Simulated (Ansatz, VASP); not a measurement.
# Cross-check of BH11C6N2F4 between VASP and Ansatz

Aim: how closely do two programs agree when they are given the same cell, functional and k mesh? The cell is taken from a series of runs on this material, whose earlier steps may have relaxed, scaled, displaced or heated it; both programs get it as it stands.

Main program and level: Ansatz 0.2.0; plane waves, with VASP 6.6.1 beside it; single point at PBE with D3(BJ).

## (1) Starting point

The cell holds 144 atoms: 36 C, 12 N, 66 H, 6 B and 24 F. Its edges and angles: a = 11.584 Å, b = 11.584 Å, c = 11.584 Å, α = 90.0°, β = 90.0°, γ = 90.0°.

## (2) Ansatz: single point, PBE with D3(BJ)

Ansatz runs on its default PAW (the set named soft_2) files.

With cell and atoms fixed, the geometry can't cause a difference; cores, projectors, grids and the points listed under the comparison can.

input.yaml reads:

```yaml
crystal:
  lattice:
    - [11.5837, 0.0, 0.0]
    - [0.0, 11.5837, 0.0]
    - [0.0, 0.0, 11.5837]
  atoms:
    - { symbol: C, position: [0.79447, 0.7889, 0.44452] }
    - { symbol: C, position: [0.86001, 0.68394, 0.39992] }
    - { symbol: "N", position: [0.7963, 0.58061, 0.43151] }
    - { symbol: C, position: [0.7046, 0.52678, 0.36964] }
    - { symbol: C, position: [0.66466, 0.44555, 0.44687] }
    - { symbol: "N", position: [0.73275, 0.44621, 0.54524] }
    - { symbol: C, position: [0.70456, 0.37952, 0.64472] }
    - { symbol: C, position: [0.81517, 0.52644, 0.5299] }
    - { symbol: H, position: [0.71822, 0.8093, 0.3965] }
    - { symbol: H, position: [0.84953, 0.86444, 0.43073] }
    - { symbol: H, position: [0.77134, 0.78962, 0.53436] }
    - { symbol: H, position: [0.86214, 0.68043, 0.31335] }
    - { symbol: H, position: [0.94858, 0.66613, 0.43298] }
    - { symbol: H, position: [0.6851, 0.56, 0.28886] }
    - { symbol: H, position: [0.59196, 0.39562, 0.44506] }
    - { symbol: H, position: [0.64934, 0.30373, 0.62305] }
    - { symbol: H, position: [0.65898, 0.42516, 0.71454] }
    - { symbol: H, position: [0.78542, 0.36598, 0.68662] }
    - { symbol: H, position: [0.88745, 0.53136, 0.59047] }
    - { symbol: C, position: [0.48934, 0.22816, 0.24503] }
    - { symbol: C, position: [0.41283, 0.31684, 0.19372] }
    - { symbol: "N", position: [0.30188, 0.2987, 0.24931] }
    - { symbol: C, position: [0.23391, 0.20219, 0.23535] }
    - { symbol: C, position: [0.12833, 0.22242, 0.29393] }
    - { symbol: "N", position: [0.13995, 0.33183, 0.34279] }
    - { symbol: C, position: [0.05019, 0.39321, 0.39257] }
    - { symbol: C, position: [0.24252, 0.37505, 0.31412] }
    - { symbol: H, position: [0.48626, 0.14798, 0.20087] }
    - { symbol: H, position: [0.4725, 0.20564, 0.33458] }
    - { symbol: H, position: [0.58352, 0.2632, 0.24115] }
    - { symbol: H, position: [0.42839, 0.40734, 0.22374] }
    - { symbol: H, position: [0.40348, 0.3006, 0.10115] }
    - { symbol: H, position: [0.27721, 0.12428, 0.21504] }
    - { symbol: H, position: [0.05698, 0.16741, 0.32152] }
    - { symbol: H, position: [0.08696, 0.47402, 0.43655] }
    - { symbol: H, position: [0.99977, 0.34379, 0.45494] }
    - { symbol: H, position: [0.98823, 0.42562, 0.32236] }
    - { symbol: H, position: [0.26985, 0.4661, 0.31237] }
    - { symbol: C, position: [0.55086, 0.16543, 0.80986] }
    - { symbol: C, position: [0.56344, 0.03513, 0.78531] }
    - { symbol: "N", position: [0.61467, 0.97348, 0.89006] }
    - { symbol: C, position: [0.68732, 0.87252, 0.8802] }
    - { symbol: C, position: [0.68086, 0.82094, 0.99136] }
    - { symbol: "N", position: [0.6039, 0.88306, 0.05743] }
    - { symbol: C, position: [0.56808, 0.85219, 0.17158] }
    - { symbol: C, position: [0.56232, 0.97173, 0.99354] }
    - { symbol: H, position: [0.52757, 0.19689, 0.89963] }
    - { symbol: H, position: [0.50097, 0.20564, 0.73586] }
    - { symbol: H, position: [0.64262, 0.20124, 0.81105] }
    - { symbol: H, position: [0.47822, 0.99821, 0.7693] }
    - { symbol: H, position: [0.62438, 0.01263, 0.7114] }
    - { symbol: H, position: [0.73525, 0.86324, 0.80523] }
    - { symbol: H, position: [0.7068, 0.73506, 0.01693] }
    - { symbol: H, position: [0.5051, 0.77906, 0.17053] }
    - { symbol: H, position: [0.52429, 0.91861, 0.2182] }
    - { symbol: H, position: [0.64542, 0.82441, 0.21701] }
    - { symbol: H, position: [0.4925, 0.02621, 0.01669] }
    - { symbol: C, position: [0.94884, 0.79931, 0.0929] }
    - { symbol: C, position: [0.98956, 0.91632, 0.13348] }
    - { symbol: "N", position: [0.92839, 0.00333, 0.07461] }
    - { symbol: C, position: [0.8407, 0.06907, 0.10731] }
    - { symbol: C, position: [0.80148, 0.13214, 0.01264] }
    - { symbol: "N", position: [0.87725, 0.09979, 0.92458] }
    - { symbol: C, position: [0.87819, 0.15436, 0.80639] }
    - { symbol: C, position: [0.9613, 0.02969, 0.96915] }
    - { symbol: H, position: [0.944, 0.78393, 0.00183] }
    - { symbol: H, position: [0.86715, 0.79417, 0.13574] }
    - { symbol: H, position: [0.00092, 0.72859, 0.12442] }
    - { symbol: H, position: [0.97937, 0.92479, 0.22778] }
    - { symbol: H, position: [0.08416, 0.92546, 0.10902] }
    - { symbol: H, position: [0.78943, 0.05272, 0.18439] }
    - { symbol: H, position: [0.72954, 0.19175, 0.98762] }
    - { symbol: H, position: [0.83274, 0.23228, 0.8142] }
    - { symbol: H, position: [0.8367, 0.0886, 0.75502] }
    - { symbol: H, position: [0.9718, 0.16402, 0.78398] }
    - { symbol: H, position: [0.02992, 0.99226, 0.91436] }
    - { symbol: C, position: [0.54159, 0.77141, 0.63591] }
    - { symbol: C, position: [0.43999, 0.76411, 0.55525] }
    - { symbol: "N", position: [0.36337, 0.8656, 0.55138] }
    - { symbol: C, position: [0.38699, 0.98619, 0.54686] }
    - { symbol: C, position: [0.28463, 0.04076, 0.55293] }
    - { symbol: "N", position: [0.20282, 0.95585, 0.5452] }
    - { symbol: C, position: [0.08074, 0.97816, 0.5285] }
    - { symbol: C, position: [0.24704, 0.85074, 0.55672] }
    - { symbol: H, position: [0.60183, 0.82148, 0.59241] }
    - { symbol: H, position: [0.59521, 0.69831, 0.64297] }
    - { symbol: H, position: [0.50542, 0.80947, 0.72208] }
    - { symbol: H, position: [0.49063, 0.74862, 0.47276] }
    - { symbol: H, position: [0.38909, 0.68962, 0.56977] }
    - { symbol: H, position: [0.47248, 0.01236, 0.55288] }
    - { symbol: H, position: [0.26161, 0.13498, 0.55613] }
    - { symbol: H, position: [0.06878, 0.06624, 0.51453] }
    - { symbol: H, position: [0.03543, 0.94825, 0.59511] }
    - { symbol: H, position: [0.0547, 0.94032, 0.45069] }
    - { symbol: H, position: [0.20097, 0.77232, 0.56608] }
    - { symbol: C, position: [0.02192, 0.36523, 0.04346] }
    - { symbol: C, position: [0.02723, 0.42805, 0.92848] }
    - { symbol: "N", position: [0.14064, 0.48413, 0.91469] }
    - { symbol: C, position: [0.24288, 0.43278, 0.89397] }
    - { symbol: C, position: [0.32279, 0.51699, 0.86674] }
    - { symbol: "N", position: [0.26682, 0.62243, 0.89803] }
    - { symbol: C, position: [0.32867, 0.737, 0.90013] }
    - { symbol: C, position: [0.15879, 0.59451, 0.92872] }
    - { symbol: H, position: [0.93471, 0.32717, 0.0545] }
    - { symbol: H, position: [0.02504, 0.4326, 0.10919] }
    - { symbol: H, position: [0.08897, 0.29996, 0.05931] }
    - { symbol: H, position: [0.01666, 0.35951, 0.86198] }
    - { symbol: H, position: [0.96256, 0.49252, 0.90833] }
    - { symbol: H, position: [0.23718, 0.34119, 0.88416] }
    - { symbol: H, position: [0.41451, 0.52181, 0.84716] }
    - { symbol: H, position: [0.26908, 0.78604, 0.84463] }
    - { symbol: H, position: [0.41025, 0.73612, 0.85674] }
    - { symbol: H, position: [0.34111, 0.76119, 0.98978] }
    - { symbol: H, position: [0.08951, 0.65124, 0.96068] }
    - { symbol: B, position: [0.25338, 0.08485, 0.93711] }
    - { symbol: F, position: [0.15218, 0.14562, 0.93543] }
    - { symbol: F, position: [0.23257, 0.9679, 0.9524] }
    - { symbol: F, position: [0.32965, 0.12112, 0.02156] }
    - { symbol: F, position: [0.28399, 0.09121, 0.8175] }
    - { symbol: B, position: [0.2186, 0.75742, 0.24992] }
    - { symbol: F, position: [0.20252, 0.67924, 0.15352] }
    - { symbol: F, position: [0.31204, 0.72496, 0.31997] }
    - { symbol: F, position: [0.10962, 0.74841, 0.29958] }
    - { symbol: F, position: [0.2541, 0.87065, 0.23684] }
    - { symbol: B, position: [0.68828, 0.46885, 0.0056] }
    - { symbol: F, position: [0.64978, 0.37498, 0.07409] }
    - { symbol: F, position: [0.58961, 0.53965, 0.98963] }
    - { symbol: F, position: [0.749, 0.40781, 0.91521] }
    - { symbol: F, position: [0.76163, 0.53947, 0.06539] }
    - { symbol: B, position: [0.79274, 0.09972, 0.45422] }
    - { symbol: F, position: [0.67407, 0.11861, 0.4174] }
    - { symbol: F, position: [0.79144, 0.04406, 0.55333] }
    - { symbol: F, position: [0.84236, 0.20854, 0.48091] }
    - { symbol: F, position: [0.85916, 0.04962, 0.36569] }
    - { symbol: B, position: [0.36756, 0.4354, 0.587] }
    - { symbol: F, position: [0.39988, 0.45206, 0.46721] }
    - { symbol: F, position: [0.40154, 0.32104, 0.59752] }
    - { symbol: F, position: [0.24862, 0.44071, 0.60989] }
    - { symbol: F, position: [0.45082, 0.5097, 0.63593] }
    - { symbol: B, position: [0.9427, 0.71067, 0.73079] }
    - { symbol: F, position: [0.8298, 0.68708, 0.71151] }
    - { symbol: F, position: [0.97007, 0.81029, 0.80485] }
    - { symbol: F, position: [0.98168, 0.75727, 0.62321] }
    - { symbol: F, position: [0.0145, 0.62642, 0.76156] }
kpoints:
  mp_grid: { grid: [1, 1, 1] }
hamiltonian:
  xc: pbe
  dispersion: d3bj
scf:
  occupations: { method: fixed }
output:
  forces: true
  stress: true
  populations: true
  dos:
    method: { smearing: { sigma: 0.15 } }
    de: 0.1
    projected: { site_lists: { B: [B], C: [C], F: [F], H: [H], "N": ["N"] } }
  eigenvalues: true
```

On the command line:

```console
> ansatz run input.yaml --threads 4 --pin off --max-ram 8192MiB --backend cpu --events-out ev --progress --plain --runs-dir out
```

Numbers of over 12 decimals in the logs are rounded to 6 here.

The program printed:

```text
Engine: ansatz 0.2.0, aarch64-unknown-linux-gnu
Pseudopotentials: kind: paw
Pseudopotential: C, paw, valence charge 4, recommended cutoff 420 eV (normal), C.paw.azcp
Pseudopotential: N, paw, valence charge 5, recommended cutoff 420 eV (normal), N.paw.azcp
Pseudopotential: H, paw, valence charge 1, recommended cutoff 420 eV (normal), H.paw.azcp
Pseudopotential: B, paw, valence charge 3, recommended cutoff 420 eV (normal), B.paw.azcp
Pseudopotential: F, paw, valence charge 7, recommended cutoff 420 eV (normal), F.paw.azcp
Functional definition: PBE
  parameter kappa = 0.804
  parameter beta = 0.066725
  exchange = pbe_x(kappa = kappa, mu = beta*pi^2/3)
  correlation = pbe_c(beta = beta)
Crystal: 144 atoms, lattice volume = 1554.325 Å³
Basis set: ecut = 420 eV, 30551 PW (Γ), exchange–correlation on 160×160×160 points (8 copies of the dense FFT grid, shifted against one another)
Bands: 372, of which v1, the nominal top of the filled ones, is band 228 counted from 1 (227 counted from 0)
Symmetry: 1 space group operations
Space group: P1 (ITA 1), of the structure as read, at distance tolerance 1.2e-4 Å
k-points: 1
Non-local potential: C, projectors of the file, l = 0: 2, l = 1: 2, l = 2: 1
Non-local potential: N, projectors of the file, l = 0: 2, l = 1: 2, l = 2: 1
Non-local potential: H, projectors of the file, l = 0: 2, l = 1: 1
Non-local potential: B, projectors of the file, l = 0: 2, l = 1: 2, l = 2: 1
Non-local potential: F, projectors of the file, l = 0: 2, l = 1: 2, l = 2: 1
PAW form: soft (Blöchl's): semilocal exchange-correlation on the pseudo side does not see the compensation charge
PAW one-centre angular grid: C, 110 points (default); XC on 64 Gauss nodes
PAW one-centre angular grid: N, 110 points (default); XC on 64 Gauss nodes
PAW one-centre angular grid: H, 110 points (default); XC on 64 Gauss nodes
PAW one-centre angular grid: B, 110 points (default); XC on 64 Gauss nodes
PAW one-centre angular grid: F, 110 points (default); XC on 64 Gauss nodes
Initial density: superposition of atomic densities (neutral atoms: chi_scale 0, normalization atom), corrected by the library's trained network
Initial wavefunctions: pseudopotential atomic-orbital guess
Functional: x = pbe(κ = 0.804, μ = 0.219515), c = pbe(β = 0.066725)
SCF iter   1: F=—  HF=-35061.280045 eV  |F-HF|=—  |Δ(HF+E_count)|=         —  Δρ=6.18e-3  dr2=7.06e-1  ethr=1.77e-3  ⟨swp⟩=5.0  Hψ=1288  notcnv=0  defer=139
preconditioner: auto → Resta (q_TF=auto, 2.224 Å⁻¹)  ε∞=2.4  [insulator: Δε(μ)=4.176 eV  Ē_g=17.034 eV  n_scr=256 (ndim 8)  ℏωp=20.1 eV  f_vac=0.261  ε∞_Penn≈2.4]
SCF iter   2: F=—  HF=-35061.139426 eV  |F-HF|=—  |Δ(HF+E_count)|=   1.41e-1  Δρ=2.91e-3  dr2=1.38e-1  ethr=1.55e-4  ⟨swp⟩=2.0  Hψ=597  notcnv=0  defer=142
SCF iter   3: F=—  HF=-35061.124096 eV  |F-HF|=—  |Δ(HF+E_count)|=   1.53e-2  Δρ=1.30e-3  dr2=3.56e-2  ethr=3.04e-5  ⟨swp⟩=2.0  Hψ=441  notcnv=0  defer=142
SCF iter   4: F=—  HF=-35061.120022 eV  |F-HF|=—  |Δ(HF+E_count)|=   4.07e-3  Δρ=3.99e-4  dr2=3.12e-3  ethr=7.80e-6  ⟨swp⟩=2.0  Hψ=445  notcnv=0  defer=142
SCF iter   5: F=—  HF=-35061.119975 eV  |F-HF|=—  |Δ(HF+E_count)|=   4.70e-5  Δρ=2.00e-4  dr2=7.07e-4  ethr=6.84e-7  ⟨swp⟩=2.0  Hψ=626  notcnv=0  defer=142
SCF iter   6: F=—  HF=-35061.119936 eV  |F-HF|=—  |Δ(HF+E_count)|=   3.84e-5  Δρ=6.76e-5  dr2=8.14e-5  ethr=1.55e-7  ⟨swp⟩=2.0  Hψ=442  notcnv=0  defer=137
SCF iter   7: F=—  HF=-35061.120090 eV  |F-HF|=—  |Δ(HF+E_count)|=   1.54e-4  Δρ=2.30e-5  dr2=9.32e-6  ethr=1.78e-8  ⟨swp⟩=2.0  Hψ=442  notcnv=0  defer=137
SCF iter   8: F=—  HF=-35061.120091 eV  |F-HF|=—  |Δ(HF+E_count)|=   1.30e-6  Δρ=8.50e-6  dr2=1.30e-6  ethr=2.04e-9  ⟨swp⟩=2.0  Hψ=440  notcnv=0  defer=137
SCF iter   9: F=—  HF=-35061.120091 eV  |F-HF|=—  |Δ(HF+E_count)|=   1.63e-7  Δρ=3.25e-6  dr2=1.85e-7  ethr=2.85e-10  ⟨swp⟩=2.0  Hψ=440  notcnv=0  defer=137
SCF iter  10: F=-35061.120092 eV  HF=-35061.120092 eV  |F-HF|=1.54e-8  |Δ(HF+E_count)|=   2.60e-8  Δρ=1.30e-6  dr2=3.28e-8  ethr=2.19e-11  ⟨swp⟩=19.0  Hψ=2754  notcnv=0
SCF 1 converged in 10 iterations: F = -35061.120092 eV  dr2 = 3.28e-8
  greatest PAW one-centre occupation: 0.932 electrons in one spin orbital (limit 2), on the F atom at site 143 (counted from 0), in its partial waves of l = 0
SCF converged after 10 iterations
Free energy (F): -35061.120092 eV
Harris-Foulkes:  -35061.120092 eV  (|F-HF|=1.54e-8)
Internal energy: -35061.120092 eV  (E = F + TS)
E sigma→0 (E₀):  -35061.120092 eV
Fermi energy:    -0.774494 eV
--- Per-component energies (eV) ---
  E_band       = -3933.197129
  E_kinetic    = 11048.525793
  E_local      = -39962.744959  (includes V_loc(G=0)·N_el)
  E_nonlocal   = 3474.606209
  E_hartree    = 15063.745170
  E_xc         = -5132.986766
  E_vxc        = -6479.534458  (∫ρ·V_xc dr)
  E_paw        = -10441.579565  (= ΣΔE_a)
  E_vpaw       = -2141.499069  (= ΣTr[D̂ρ^β])
[...]
atom 116  F     -1.48573860     1.47417856     1.12722021
  atom 117  F     -0.32387899    -1.17854350     0.84075820
  atom 118  F      0.86530808     0.59597793    -0.05814343
  atom 119  F      1.62141091     0.41676229    -0.13988678
  atom 120  B      0.41900418    -0.85843152     0.28363749
  atom 121  F      1.14213597     0.74294307    -0.28372241
  atom 122  F      0.25767722    -2.18393331     0.80191582
  atom 123  F     -0.61274258     0.47300369     1.31711893
  atom 124  F     -0.97413029     1.80723147    -1.85082625
  atom 125  B     -0.77222711    -1.26407072     0.71044215
  atom 126  F     -0.22327569    -0.36726154     0.60607140
  atom 127  F     -0.15714262    -0.18646606    -1.45625956
  atom 128  F     -0.47824315     1.13506566    -0.54141784
  atom 129  F      1.63644675     0.73162340     0.63616680
  atom 130  B     -0.96150569     2.57533152    -1.60587218
  atom 131  F      0.65396645    -0.34541425    -0.20900319
  atom 132  F     -0.03512894    -2.59359182     2.60972029
  atom 133  F      0.39314658     0.86128191    -0.41936125
  atom 134  F      0.03308481    -0.42145565    -0.16679543
  atom 135  B      1.27083852    -0.72169083    -2.05742342
  atom 136  F     -1.17154667     0.76834602    -1.18444380
  atom 137  F      0.21418719    -1.59216705     1.43123593
  atom 138  F      0.60863526     0.94754712     0.05555894
  atom 139  F     -0.82215039     0.41111198     1.63007711
  atom 140  B      1.55904314     3.86640925    -1.29096157
  atom 141  F     -1.60053125    -0.57930390     1.09804139
  atom 142  F     -1.08023707    -0.46334508     0.69841723
  atom 143  F      0.53109322    -0.20863020    -1.16245253
  atom 144  F      0.45458149    -2.35232429     0.56678107
  max |Σ_I F_I| component: 4.36e-5 eV/Å
--- Stress (GPa, compression-positive) ---
        0.802294      -0.441451       0.011600
       -0.441449       2.229308      -1.054859
        0.011597      -1.054857       1.925170
  P = ⅓ Tr σ = 1.6523 GPa (16.523 kbar)
--- Band table (eV) ---
  k-point 0: bands = [... 224 lower, -1.2391, -1.1567, -1.0695, -0.7745, 2.8623, 3.4283, 3.5397, 3.5717, ... 140 higher]
--- Löwdin populations: 144 sites ---
  site symbol       q [e]
     0      C      4.4611
     1      C      4.1710
     2      N      4.9524
     3      C      4.0911
     4      C      4.0321
     5      N      4.9277
     6      C      4.3428
     7      C      3.9220
     8      H      0.8239
     9      H      0.7851
    10      H      0.7958
    11      H      0.7663
    12      H      0.7785
    13      H      0.7454
    14      H      0.7400
    15      H      0.7754
    16      H      0.7662
    17      H      0.7860
    18      H      0.7596
    19      C      4.4558
    20      C      4.1369
    21      N      4.9384
    22      C      4.0680
    23      C      4.0872
[...]
136      F      7.3916
   137      F      7.3729
   138      F      7.3845
   139      B      2.1288
   140      F      7.3539
   141      F      7.4291
   142      F      7.4229
   143      F      7.3406
  spilling = 0.011566 (of n_electrons = 456.000000)
```

(Part 1 of 2 ends here.)

[Lines on the potential files, build, host, timing and source positions are cut from VASP's logs without a mark.]

[Logs are printed without paths, hosts, clocks, repeated set-up lines and the standing remarks that a program may print on its own settings, such as how far it seeks lower states.]

[Hosts, paths, dates, database ids (printed as entryN), source tags and the programs' standing remarks are cut or masked in the printed files.]
